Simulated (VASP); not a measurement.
Zn2Ga2O3:

```
CELL_PARAMETERS angstrom
5.29908 0.00000 0.00000
-2.64954 4.58914 0.00000
0.00000 0.00000 4.68200
ATOMIC_POSITIONS crystal
Zn 0.00000 0.00000 0.00000
Zn 0.00000 0.00000 0.50000
Ga 0.33333 0.66667 0.39159
Ga 0.66667 0.33333 0.60841
O 0.50000 0.00000 0.00000
O 0.00000 0.50000 0.00000
O 0.50000 0.50000 0.00000
```

The cell was built by a generator and needn't be a form met in nature.

```yaml
Program: VASP 6.6.1
Task: relaxation of cell and atoms
Functional: PBE
Potentials_or_basis: VASP PAW PBE potentials, release 64 (Zn, Ga_d, O)
Cutoff: 520 eV
k_mesh: 3 × 3 × 3
Occupations: gaussian, width 0.15 eV
Spin: no spin polarisation
```

At the start: pressure -8.4 GPa; volume 16.27 Å³/atom.

Task: How do energy, volume and symmetry change on relaxing?

Result: Over 21 steps the energy falls by 951.5 meV/atom and the volume is 22.54 Å³/atom (+38.6 %); space group P-3m1 (No. 164, to 0.05 Å).

The path:
```
step  energy change (eV)  largest force (eV/Å)  pressure (GPa)  volume (Å³)
   1              0.0000                2.3005           -8.43       113.86
   2             -1.1354                2.4000           -3.05       100.31
   3             -1.5589                2.0547            5.60        90.45
   4             -2.3383                1.4030            7.18        91.57
   5             -2.7402                0.2683           12.99        92.65
   6             -3.2728                0.0719            5.18       103.08
   7             -3.4278                0.3621            1.20       111.78
   8             -3.4414                0.5126           -0.18       114.90
   9             -3.5262                0.5345            0.26       116.41
  10             -3.8548                0.9304            1.55       120.60
  11             -4.8081                0.7587            3.14       128.69
  12             -6.3150                0.9063            1.04       143.38
  13             -6.2737                0.7613           -0.75       147.42
  14             -6.3378                0.9292            0.27       144.85
  15             -6.4194                0.6835           -0.32       148.31
  16             -6.4450                0.5562           -1.15       150.76
  17             -6.5793                0.2512            0.60       150.57
  18             -6.6138                0.0748            1.70       150.43
  19             -6.6185                0.0257            1.88       150.36
  20             -6.6529                0.0573            0.87       154.06
  21             -6.6606                0.0775           -0.27       157.78
```

Final structure:
```
CELL_PARAMETERS angstrom
6.15491 0.00000 0.00000
-3.07746 5.33031 0.00000
0.00000 0.00000 4.80921
ATOMIC_POSITIONS crystal
Zn 0.00000 0.00000 0.00000
Zn 0.00000 0.00000 0.50000
Ga 0.33333 0.66667 0.03628
Ga 0.66667 0.33333 0.96372
O 0.50000 0.00000 0.00000
O 0.00000 0.50000 0.00000
O 0.50000 0.50000 0.00000
```

Caveat: the k mesh is coarse (spacing up to 0.46 Å⁻¹), so the values aren't converged; the volume moved by over 15 % at a fixed basis, so the end points are rough.
